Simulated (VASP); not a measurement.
Input of a VASP 6.6.1 run:

File INCAR:

```
SYSTEM = Li3Be4B4O12
PREC     = Accurate       ! precision mode
ENCUT    = 520            ! plane-wave cutoff, eV
EDIFF    = 1E-6           ! SCF threshold, eV
ISMEAR   = -1             ! smearing method
SIGMA    = 0.05           ! smearing width, eV
LREAL    = Auto         
LASPH    = .TRUE.         ! aspherical terms in the spheres
NELM     = 100            ! most SCF steps
ALGO     = Fast           ! electronic algorithm
ISIF     = 2              ! what is computed and relaxed
LWAVE    = .FALSE.        ! write WAVECAR
LCHARG   = .TRUE.         ! write CHGCAR
GGA      = PS             ! functional
LELF     = .TRUE.         ! ELF
LVHAR    = .TRUE.       
NELECT   = 102.0        
NBANDS   = 68             ! bands
```

The input KPOINTS:

```
regular mesh
0
G
  2 2 2
  0 0 0
```

File POSCAR:

```
Li3Be4B4O12
1.0
   -6.8963870000     -4.0992610000      0.0000000000
    2.3556130000     -4.0992610000      0.0000000000
    1.8203680000      1.4917380000      5.4037220000
Li Be B O
3 4 4 12
Direct
    0.0814735560      0.7885264250      0.1486567962
    0.5675111890      0.3200942121      0.2697029936
    0.4119461880      0.6847205442      0.8610916698
    0.9724651718      0.3473549562      0.3796827446
    0.0559928543      0.7514358719      0.6651711543
    0.4589696008      0.7581484519      0.3674134236
    0.5381653696      0.1647488241      0.6280115816
    0.2596172076      0.2869791573      0.2740703537
    0.7169829308      0.6417642848      0.6767002448
    0.7790641174      0.8508986641      0.2756803551
    0.2377542329      0.2154221511      0.7333648918
    0.0875120382      0.2009088652      0.2502534364
    0.8800872463      0.7614821516      0.7614751462
    0.2975934369      0.5510454035      0.2667975888
    0.6894441130      0.3768323844      0.6309725038
    0.1079684825      0.4192558108      0.6912272689
    0.9409523217      0.7001295699      0.3417644357
    0.6085775849      0.7023639502      0.2172576606
    0.4222721491      0.2635513352      0.7873832148
    0.7938071260      0.1461671754      0.2677413827
    0.2023179475      0.9601943418      0.7868280419
    0.5652583965      0.8284110325      0.6408730871
    0.3958489341      0.0864898052      0.3114705013
```

Potentials or basis: VASP PAW PBE potentials, release 64 (Li_sv, Be, B, O).

Run with:

```sh
$ cat potpaw_PBE.64/Li_sv/POTCAR potpaw_PBE.64/Be/POTCAR potpaw_PBE.64/B/POTCAR potpaw_PBE.64/O/POTCAR > POTCAR
$ mpirun -np 1 vasp_std > vasp.out
```

**Question.** Estimate the largest force.

**Answer.** 5.150 eV/Å.

**Question.** Estimate the band gap on the k mesh.

**Answer.** 5.06 eV, indirect (least direct gap 5.17 eV).

Forces in eV/Å, atoms in the order of the input:
```
Li   0.643 -0.061 -0.443
Li  -1.396 -0.420 -0.587
Li  -0.340 -0.500  0.112
Be   0.839  0.498 -0.642
Be   1.729  2.769 -0.666
Be   0.277 -1.519 -1.907
Be   0.054  0.011  0.617
B    0.211  3.877 -0.206
B    1.296 -3.325  1.612
B    1.512 -0.798 -0.290
B   -0.955 -1.116  1.393
O   -2.162 -1.248  0.185
O   -1.338 -2.339  0.689
O    0.843 -2.707 -0.428
O   -0.767  5.015 -0.882
O   -0.495 -0.358 -0.902
O   -0.238  0.760  0.345
O   -0.016 -1.353  0.319
O    1.221 -0.866 -0.773
O    0.197  2.272  0.359
O   -1.136  1.117  0.217
O   -0.650  0.727  1.839
O    0.670 -0.435  0.039
```

Caveat: the k mesh is coarse (spacing up to 0.67 Å⁻¹), so the values aren't converged; the cell carries a net charge on a neutralising background, which shifts energy and pressure; the cell is charged against a uniform background, so pressure and absolute levels hang on convention; the PAW data sets were made with another functional, which shifts forces and pressure a little. A hybrid or GW would open this gap; PBEsol tends to underestimate it.
